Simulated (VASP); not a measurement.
The system is Sb2TeO5.

```
CELL_PARAMETERS angstrom
5.17192 0.00000 0.00000
-2.58596 4.47902 0.00000
0.00000 0.00000 6.66710
ATOMIC_POSITIONS crystal
Sb 0.33333 0.66667 0.00000
Sb 0.66667 0.33333 0.00000
Te 0.00000 0.00000 0.50000
O 0.00000 0.00000 0.00000
O 0.33333 0.66667 0.41480
O 0.66667 0.33333 0.41480
O 0.66667 0.33333 0.58520
O 0.33333 0.66667 0.58520
```

The cell was built by a generator and needn't be a form met in nature.

```yaml
Program: VASP 6.6.1
Task: relaxation of cell and atoms
Functional: PBE
Potentials_or_basis: VASP PAW PBE potentials, release 64 (Sb, Te, O)
Cutoff: 520 eV
k_mesh: 3 × 3 × 2
Occupations: gaussian, width 0.15 eV
Spin: no spin polarisation
```

At the start: pressure 7.5 GPa; volume 19.31 Å³/atom.

**Question.** How do energy, volume and symmetry change on relaxing?

**Answer.** Over 20 steps the energy falls by 733.1 meV/atom and the volume is 14.44 Å³/atom (-25.2 %); space group P6/mmm (No. 191, to 0.05 Å).

Step by step:
```csv
step,energy change (eV),largest force (eV/Å),pressure (GPa),volume (Å³)
1,0.0000,12.3150,7.48,154.44
2,0.3213,1.0493,-17.95,173.70
3,0.2356,1.0809,-18.05,172.69
4,0.1459,1.1418,-18.14,171.89
5,-5.1570,0.2045,-5.26,123.72
6,-5.2110,0.8176,-0.35,119.52
7,-5.2141,0.6353,-1.67,120.61
8,-5.5878,0.9512,-0.48,119.11
9,-5.6653,1.3875,2.76,117.46
10,-5.8016,0.5390,0.03,118.51
11,-5.8079,0.2856,-0.45,118.81
12,-5.8417,0.1569,-1.23,118.33
13,-5.8518,0.0653,-1.62,117.97
14,-5.8527,0.0373,-1.74,117.84
15,-5.8633,0.0951,-0.39,116.20
16,-5.8640,0.1165,-0.13,115.74
17,-5.8621,0.1518,0.68,114.83
18,-5.8639,0.1139,0.19,115.56
19,-5.8640,0.1132,0.12,115.66
20,-5.8652,0.0627,-0.06,115.56
```

Final structure:
```
Sb Te O
1.0
     4.66556    0.00000    0.00000
    -2.33278    4.04049    0.00000
     0.00000    0.00000    6.13010
Sb Te O
2 1 5
Cartesian
  0.0000 2.6937 0.0000
  2.3328 1.3468 0.0000
  0.0000 0.0000 3.0651
  0.0000 0.0000 0.0000
  0.0000 2.6937 2.0012
  2.3328 1.3468 2.0012
  2.3328 1.3468 4.1289
  0.0000 2.6937 4.1289
```

Caveat: the k mesh is coarse (spacing up to 0.47 Å⁻¹), so the values aren't converged; the standard files for N, O and F lose accuracy on very short bonds; the volume moved by over 15 % at a fixed basis, so the end points are rough.
